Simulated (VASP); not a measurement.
```
CELL_PARAMETERS angstrom
      1.23128    -2.13264     0.00000
      1.23128     2.13264     0.00000
      0.00000     0.00000     4.01486
ATOMIC_POSITIONS crystal
  Co 0.33333 0.66667 0.25000
  Co 0.66667 0.33333 0.75000
```
Starting moments (μB, in the order of the record's atoms Co Co): 1.7 1.7.

These are r2SCAN meta-GGA, VASP's PBE PAW potentials (set 64) (plane waves; VASP 6.6.1) values and carry that method's errors. Numerical set-up: 480 eV cut-off, 16×16×8 Γ-centred mesh, first-order Methfessel-Paxton smearing of 0.10 eV, potentials Co.

### Question
The ions, cell shape and volume at an external pressure of 5.0 GPa are relaxed. Give the cell that the relaxation ends in.

### Answer

```
CELL_PARAMETERS angstrom
      1.22773    -2.12650     0.00000
      1.22773     2.12650     0.00000
      0.00000     0.00000     3.99102
ATOMIC_POSITIONS crystal
  Co 0.33333 0.66667 0.25000
  Co 0.66667 0.33333 0.75000
```
Space group P6_3/mmc (194), at a tolerance of 0.03 Å. The cell ends with 3.49 μB, on the sites 1.80 1.80 μB.

### Question
How do energy and volume change from the first to the last step?

### Answer
The energy (σ→0) changes by +2.6 meV/atom and the volume by -1.2 %, in 4 ionic steps.

The compound is Co in the hcp structure. This run relaxes it under an external pressure of 5 GPa. Symmetry was kept, so distortions that lower it aren't found.
